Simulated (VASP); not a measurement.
Here is the system:

```yaml
crystal:
  lattice:
    - [2.93760, 0.00000, 0.00000]
    - [0.00000, 2.93760, 0.00000]
    - [0.00000, 0.00000, 2.93760]
  atoms:
    - { symbol: Cr, position: [0.00000, 0.00000, 0.00000], spin: 1.5 }
    - { symbol: Cr, position: [0.50000, 0.50000, 0.50000], spin: -1.5 }
```

Computed with PBE GGA, VASP's PBE PAW potentials (set 64) (plane waves; VASP 6.6.1). Numerical set-up: EDIFF = 1E-4, 400 eV cut-off, 11×11×11 Γ-centred mesh, first-order Methfessel-Paxton smearing of 0.10 eV, potentials Cr_pv.

**Question.** Give the stress tensor in GPa (positive for a compressed cell).

**Answer.** 
```
-12.21    0.00    0.00
  0.00  -12.21    0.00
  0.00    0.00  -12.21
```
The pressure is its mean diagonal, -12.21 GPa.

The compound is Cr in the bcc, AFM order structure. The cell was not relaxed at this level. The run is one of a series of settings (EDIFF = 1E-4 against the base run), some of them coarse on purpose.
